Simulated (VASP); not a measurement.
Data:

```xyz
4
Lattice="4.1177 2.0567 2.0567 2.0567 4.1177 2.0567 2.0567 2.0567 4.1177" Properties=species:S:1:pos:R:3 pbc="T T T"
Ni     0.0000     0.0000     0.0000
Ni     4.1155     4.1155     4.1155
O      2.0578     2.0578     2.0578
O      6.1733     6.1733     6.1733
```
Starting moments (μB, in the order of the record's atoms Ni Ni O O): 1.3 -1.3 0.0 0.0.

Method: PBEsol GGA, VASP's PBE PAW potentials (set 64) (plane waves; VASP 6.6.1). Numerical set-up: 520 eV cut-off, Gaussian smearing of 0.050 eV, potentials Ni O.

Q: Give the spin-up energies of bands 6 to 19 at the high-symmetry points, in eV from the valence-band maximum.

A: 
```csv
band,Γ,T,H2,L,S0,F
6,-2.57,-4.72,-5.86,-5.31,-5.73,-5.27
7,-2.57,-4.08,-5.05,-5.01,-5.14,-3.96
8,-2.54,-4.08,-4.92,-4.51,-4.92,-3.94
9,-1.93,-1.78,-1.49,-1.99,-1.47,-2.85
10,-1.93,-1.78,-1.38,-1.26,-1.29,-1.42
11,-1.85,-1.39,-1.21,-1.17,-1.25,-1.14
12,-1.62,-0.85,-0.82,-0.92,-0.83,-0.98
13,-1.62,-0.85,-0.51,-0.41,-0.53,-0.78
14,-0.63,-0.69,-0.41,-0.28,-0.44,-0.42
15,-0.63,-0.06,-0.23,-0.26,-0.23,-0.24
16,-0.30,-0.06,-0.13,-0.09,-0.14,-0.10
17,2.00,1.36,1.39,1.33,1.42,2.04
18,2.00,1.36,1.48,1.39,1.47,2.11
19,2.31,4.97,9.18,8.21,9.35,6.08
```

Q: Give the spin-down energies of bands 6 to 19 at the high-symmetry points, in eV from the valence-band maximum.

A: 
```json
[
 {"band": "6", "Γ": "-2.57", "T": "-4.72", "H2": "-5.86", "L": "-5.31", "S0": "-5.73", "F": "-5.27"},
 {"band": "7", "Γ": "-2.57", "T": "-4.08", "H2": "-5.05", "L": "-5.01", "S0": "-5.14", "F": "-3.96"},
 {"band": "8", "Γ": "-2.54", "T": "-4.08", "H2": "-4.92", "L": "-4.51", "S0": "-4.92", "F": "-3.94"},
 {"band": "9", "Γ": "-1.93", "T": "-1.78", "H2": "-1.49", "L": "-1.99", "S0": "-1.47", "F": "-2.85"},
 {"band": "10", "Γ": "-1.93", "T": "-1.78", "H2": "-1.38", "L": "-1.26", "S0": "-1.29", "F": "-1.42"},
 {"band": "11", "Γ": "-1.85", "T": "-1.39", "H2": "-1.21", "L": "-1.17", "S0": "-1.25", "F": "-1.14"},
 {"band": "12", "Γ": "-1.62", "T": "-0.85", "H2": "-0.82", "L": "-0.92", "S0": "-0.83", "F": "-0.98"},
 {"band": "13", "Γ": "-1.62", "T": "-0.85", "H2": "-0.51", "L": "-0.41", "S0": "-0.53", "F": "-0.78"},
 {"band": "14", "Γ": "-0.63", "T": "-0.69", "H2": "-0.41", "L": "-0.28", "S0": "-0.44", "F": "-0.42"},
 {"band": "15", "Γ": "-0.63", "T": "-0.06", "H2": "-0.23", "L": "-0.26", "S0": "-0.23", "F": "-0.24"},
 {"band": "16", "Γ": "-0.30", "T": "-0.06", "H2": "-0.13", "L": "-0.09", "S0": "-0.14", "F": "-0.10"},
 {"band": "17", "Γ": "2.00", "T": "1.36", "H2": "1.39", "L": "1.33", "S0": "1.42", "F": "2.04"},
 {"band": "18", "Γ": "2.00", "T": "1.36", "H2": "1.48", "L": "1.39", "S0": "1.47", "F": "2.11"},
 {"band": "19", "Γ": "2.31", "T": "4.97", "H2": "9.18", "L": "8.21", "S0": "9.35", "F": "6.08"}
]
```

The gap is indirect, 1.00 eV, from the valence maximum at F-Γ at 0.55 to the conduction minimum at Γ-S0 at 0.73.

The compound is NiO in the rock salt, AFM-II order structure. It was relaxed first.
